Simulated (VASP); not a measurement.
Computed with PBEsol GGA, VASP's PBE PAW potentials (set 64) (plane waves; VASP).

The input files of a VASP run:

**POSCAR**
```
CoAl
1.0
  2.8219163493   0.0000000000   0.0000000000
  0.0000000000   2.8219163493   0.0000000000
  0.0000000000   0.0000000000   2.8078067676
Al Co
1 1
Cartesian
  1.4109581746   1.4109581746   1.4039033838
  0.0000000000   0.0000000000   0.0000000000
```

### KPOINTS
```
Regular mesh
0
G
  12 12 12
0 0 0
```

**INCAR**
```
! general
SYSTEM   =  CoAl
PREC     =  Accurate
ENCUT    =  480
LREAL    =  .False.
LASPH    =  .True.

! electronic loop
EDIFF    =  1E-7
NELM     =  100
ALGO     =  Normal
LMAXMIX  =  4

! smearing
ISMEAR   =  1
SIGMA    =  0.1

! functional
GGA      =  PS

! ions
ISIF     =  2

! output
LWAVE    =  .False.
LCHARG   =  .False.
```

POTCAR, in this order: Al Co (PBE.64 set). Program: vasp_std.

What VASP printed:

File OSZICAR:
```
       N       E                     dE             d eps       ncg     rms          rms(c)
DAV:   1     0.333766777925E+02    0.33377E+02   -0.51454E+03  3968   0.119E+03
DAV:   2    -0.137850738120E+02   -0.47162E+02   -0.44632E+02  3962   0.188E+02
DAV:   3    -0.149817650981E+02   -0.11967E+01   -0.11834E+01  4664   0.392E+01
DAV:   4    -0.150031181421E+02   -0.21353E-01   -0.21342E-01  4748   0.469E+00
DAV:   5    -0.150038264292E+02   -0.70829E-03   -0.70824E-03  4578   0.853E-01    0.136E+01
DAV:   6    -0.177982941050E+02   -0.27945E+01   -0.78290E+01  4356   0.134E+02    0.178E+01
DAV:   7    -0.131073076903E+02    0.46910E+01   -0.33665E+01  4300   0.846E+01    0.191E+00
DAV:   8    -0.130972722902E+02    0.10035E-01   -0.24084E-01  4138   0.434E+00    0.124E+00
DAV:   9    -0.130808223708E+02    0.16450E-01   -0.44019E-02  4826   0.291E+00    0.333E-01
DAV:  10    -0.130802034565E+02    0.61891E-03   -0.14904E-03  4724   0.548E-01    0.152E-01
DAV:  11    -0.130801865655E+02    0.16891E-04   -0.38084E-05  4956   0.603E-02    0.299E-02
DAV:  12    -0.130801791690E+02    0.73965E-05   -0.31892E-05  4628   0.796E-02    0.598E-03
DAV:  13    -0.130801791187E+02    0.50335E-07   -0.53447E-07  4398   0.682E-03
   1 F= -.13080179E+02 E0= -.13080102E+02  d E =-.230515E-03
```

**OUTCAR**
```
------------------------ aborting loop because EDIFF is reached ----------------------------------------
  FORCE on cell =-STRESS in cart. coord.  units (eV):
  Direction    XX          YY          ZZ          XY          YZ          ZX
  --------------------------------------------------------------------------------------
  Total        0.1245455      0.1245455      0.2605034      0.0000000     -0.0000000      0.0000000
  in kB        8.9244824      8.9244824     18.6667391      0.0000000     -0.0000000      0.0000000
  external PRESSURE =      12.1719013 kB  Pullay stress =       0.0000000 kB
  volume of cell :       22.36
      direct lattice vectors                 reciprocal lattice vectors
     2.821916349  0.000000000  0.000000000     0.354369115  0.000000000  0.000000000
     0.000000000  2.821916349  0.000000000     0.000000000  0.354369115  0.000000000
     0.000000000  0.000000000  2.807806768     0.000000000  0.000000000  0.356149865
 POSITION                                       TOTAL-FORCE (eV/Angst)
 -----------------------------------------------------------------------------------
      1.41096      1.41096      1.40390         0.000000      0.000000      0.000000
      0.00000      0.00000      0.00000         0.000000      0.000000      0.000000
 -----------------------------------------------------------------------------------
    total drift:                               -0.000000      0.000000     -0.000000
  FREE ENERGIE OF THE ION-ELECTRON SYSTEM (eV)
  ---------------------------------------------------
  free  energy   TOTEN  =       -13.0801791187 eV

  energy  without entropy=      -13.0799486033  energy(sigma->0) =      -13.08010228
```
(Selected blocks of OUTCAR.)

### OUTCAR
```
 val. band max:       10.9326133464   @ k =   0.4167   0.1667   0.5000

 cond. band min:      10.9419299932   @ k =   0.5000   0.2500   0.4167


 Fermi energy:        10.9374454596

 k-point     1 :       0.0000    0.0000    0.0000
  band No.  band energies     occupation
      1      -0.3876      2.00000
      2       7.7703      2.00000
      3       7.7797      2.00000
      4      10.0452      2.00000
      5      10.0656      2.00000
      6      10.0656      2.00000
      7      16.9941      0.00000
      8      16.9941      0.00000
      9      17.1819      0.00000
     10      19.8005      0.00000

 k-point     2 :       0.0833    0.0000    0.0000
  band No.  band energies     occupation
      1      -0.2530      2.00000
      2       7.7594      2.00000
      3       7.8155      2.00000
      4       9.9710      2.00000
      5       9.9934      2.00000
      6      10.0734      2.00000
      7      15.8124      0.00000
      8      17.1824      0.00000
      9      17.3682      0.00000
     10      19.7994      0.00000

 k-point     3 :       0.1667    0.0000    0.0000
  band No.  band energies     occupation
      1       0.1474      2.00000
      2       7.6684      2.00000
      3       7.9210      2.00000
      4       9.7801      2.00000
      5       9.8070      2.00000
      6      10.0947      2.00000
      7      14.0029      0.00000
      8      17.7171      0.00000
      9      17.8980      0.00000
     10      19.7327      0.00000

 k-point     4 :       0.2500    0.0000    0.0000
  band No.  band energies     occupation
      1       0.8033      2.00000
      2       7.3316      2.00000
      3       8.0709      2.00000
      4       9.5424      2.00000
      5       9.5742      2.00000
      6      10.1240      2.00000
      7      12.4867     -0.00000
      8      18.5316      0.00000
      9      18.7072      0.00000
     10      19.6300      0.00000

 k-point     5 :       0.3333    0.0000    0.0000
...
```

The compound is CoAl in the CsCl type structure. This cell was strained or had an atom moved on purpose. The run is not spin-polarised, so no magnetic state was tried.
